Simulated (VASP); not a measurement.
Data:

```yaml
crystal:
  lattice:
    - [1.56509, -2.71082, 0.00000]
    - [1.56509, 2.71082, 0.00000]
    - [0.00000, 0.00000, 5.01173]
  atoms:
    - { symbol: Al, position: [0.66667, 0.33333, 0.50005] }
    - { symbol: Al, position: [0.33333, 0.66667, 0.00005] }
    - { symbol: N, position: [0.66667, 0.33333, 0.88195] }
    - { symbol: N, position: [0.33333, 0.66667, 0.38195] }
```

Calculation: PBE GGA, VASP's PBE PAW potentials (set 64) (plane waves; VASP). Settings: 520 eV cut-off, Gaussian smearing of 0.050 eV, potentials Al N.

### Question
Predict the band gap (along the path) with the smallest direct gap where there is one.

### Answer

The band gap (along the path) is 4.05 eV. The smallest direct gap (along the path) is 4.05 eV.

The absolute energy has meaning only against runs of the same code, potentials and settings.

The compound is AlN in the wurtzite structure. It was relaxed first.
